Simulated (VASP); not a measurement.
Computed with PBE GGA, VASP's PBE PAW potentials (set 64) (plane waves; VASP 6.6.1).

VASP input:

File KPOINTS:
```
Automatic mesh
0
Gamma
6 6 4
0 0 0
```

POSCAR:
```
ZrS2
1
    1.8009650000    -3.1663220000     0.0000000000
    1.8009650000     3.1663220000     0.0000000000
    0.0000000000     0.0000000000     5.7947140000
Zr S
1 2
Direct
  0.0000000000   0.0000000000   0.0000000000
  0.3333330000   0.6666670000   0.2500000000
  0.6837390000   0.3504050000   0.7500000000
```

INCAR:
```
GGA  =  PE
SYSTEM  =  ZrS2
ALGO  =  Normal   ! blocked Davidson
SIGMA  =  0.05   ! width (eV)
LWAVE  =  F
NELECT  =  23.5
ISMEAR  =  0
PREC  =  Accurate
ENCUT  =  400
LCHARG  =  F
LMAXMIX  =  4
ISIF  =  2
NELM  =  100
EDIFF  =  1E-6
LREAL  =  F   ! projection in real space or not
LASPH  =  T
```

POTCAR, in this order: Zr_sv S (PBE.64 set). Program: vasp_std.

**Question.** What will the output report for the number of irreducible k-points (NKPTS), number of bands (NBANDS), largest plane-wave count, number of space-group operations, FFT grid (NGX, NGY, NGZ)?

**Answer.** 
The number of irreducible k-points (NKPTS) comes out as 76 and the number of bands (NBANDS) is 16. The largest plane-wave count is 1216 and the number of space-group operations is 1. The FFT grid (NGX, NGY, NGZ) is 24 × 24 × 40.

The compound is ZrS2 in the 1T layered structure. The cell was not relaxed at this level, atoms are displaced from their ideal sites. The k-mesh is coarse (spacing up to 0.33 per Å, 2π included), so the numbers may not be converged in it. The run is one of a series of settings (NELECT = 23.5 against the base run), some of them coarse on purpose.
